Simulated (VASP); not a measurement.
Given:

```yaml
crystal:
  lattice:
    - [1.97047, 0.00000, 0.00000]
    - [0.00000, 1.97047, 0.00000]
    - [0.00000, 0.00000, 1.97047]
  atoms:
    - { symbol: O, position: [0.00000, 0.00000, 0.00000] }
```

Computed with r2SCAN meta-GGA, VASP's PBE PAW potentials (set 64) (plane waves; VASP). Run with 520 eV cut-off, 20×20×20 Γ-centred mesh, tetrahedra with Blöchl corrections, potentials O.

**Question.** Give the energies of bands 2 to 4 at the high-symmetry points, in eV from the Fermi level.

**Answer.** 
```json
[
 {"band": "2", "Γ": "1.18", "X": "-8.84", "M": "-6.03", "R": "-3.93"},
 {"band": "3", "Γ": "1.18", "X": "2.27", "M": "-6.03", "R": "-3.93"},
 {"band": "4", "Γ": "1.18", "X": "2.27", "M": "3.17", "R": "-3.93"}
]
```

It has no gap at this level: it comes out as a metal or semimetal.

The structure was generated: O was put into the simple-cubic type (Pm-3m), which need not be its known phase. It was relaxed first, which changed the volume by -15 %.
